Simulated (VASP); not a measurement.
Input:

```xyz
1
Lattice="0.0000 1.9830 1.9830 1.9830 0.0000 1.9830 1.9830 1.9830 0.0000" Properties=species:S:1:pos:R:3 pbc="T T T"
Pt     0.0000     0.0000     0.0000
```

All values below come from PBE GGA, VASP's PBE PAW potentials (set 64) (plane waves; VASP 6.6.1). Run with 480 eV cut-off, 14×14×14 Γ-centred mesh, first-order Methfessel-Paxton smearing of 0.10 eV, potentials Pt.

Each relaxation starts from this cell; other phases were not tried.

The cell is relaxed at 5 GPa. What happens?

The volume per atom goes from 15.60 to 15.31 Å³ (-1.8 %), and the cell becomes a = b = c = 3.942 Å, α = β = γ = 90.00°, space group Fm-3m.

The cell is relaxed at 10 GPa. What happens?

The volume per atom goes from 15.60 to 15.05 Å³ (-3.5 %), and the cell becomes a = b = c = 3.9192 Å, α = β = γ = 90.00°, space group Fm-3m.

Failed runs are left out, and for metals the shear rows, which the mesh's noise covers.

The compound is Pt in the fcc structure.
